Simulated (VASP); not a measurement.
An input for Ansatz (written as the equivalent of a VASP run, and not itself run):

Ansatz 0.2 input:
```yaml
crystal:
  lattice:
    - [1.2242226, -2.1204860, 0.0000000]
    - [1.2242226, 2.1204860, 0.0000000]
    - [0.0000000, 0.0000000, 7.0366759]
  atoms:
    - { symbol: C, position: [0.5834402, 0.4165598, 0.7557037] }
    - { symbol: C, position: [0.4165598, 0.5834402, 0.2442963] }
    - { symbol: C, position: [0.9165598, 0.0834402, 0.7557037] }
    - { symbol: C, position: [0.0834402, 0.9165598, 0.2442963] }
kpoints:
  mp_grid: { grid: [9, 9, 3] }
hamiltonian:
  xc: lda
  pseudopotentials: { kind: paw }
scf:
  occupations: { method: gaussian, width: 0.05 }
  max_iter: 100
relax:
  max_steps: 60
  f_tol: 0.02
  cell: {}
output: { forces: true, stress: true, eigenvalues: true }
```

Q: Translate this input to VASP (INCAR, KPOINTS, POSCAR, choice of POTCAR).

A: Several could match; the one computed here: 
KPOINTS:
```
Automatic
0
gamma
9 9 3
0 0 0
```

**INCAR**
```
SYSTEM = C
PREC = Accurate
ENCUT = 520
EDIFF = 1E-6
NELM = 100
ALGO = Normal
LREAL = .FALSE.
LASPH = .TRUE.
ISMEAR = 0
SIGMA = 0.05
LWAVE = .FALSE.
LCHARG = .FALSE.
IBRION = 2
ISIF = 3
NSW = 60
EDIFFG = -0.02
```

File POSCAR:
```
C
1
    1.2242225507    -2.1204859550    -0.0000000000
    1.2242225507     2.1204859550     0.0000000000
    0.0000000000     0.0000000000     7.0366759205
C
4
Direct
  0.5834401624   0.4165598376   0.7557037197
  0.4165598376   0.5834401624   0.2442962803
  0.9165598376   0.0834401624   0.7557037197
  0.0834401624   0.9165598376   0.2442962803
```

POTCAR, in this order: C (LDA.64 set). Program: vasp_std.

The two are equivalent in intent, not identical: each code has its own PAW files, so the cut-off isn't converted (ENCUT is set for VASP's; basis.ecutwfc is left out, and Ansatz then takes the one that its files recommend); Ansatz stops its SCF on the density residual and VASP on the energy change (EDIFF); Ansatz's lda is the Perdew-Wang form, while the LDA potentials of VASP carry Perdew-Zunger's.

The structure comes from a computed database's C entry (Cmme); how it stands against other phases isn't given here. This run relaxes it. Symmetry was kept, so distortions that lower it aren't found. The start is the result of an earlier pass.
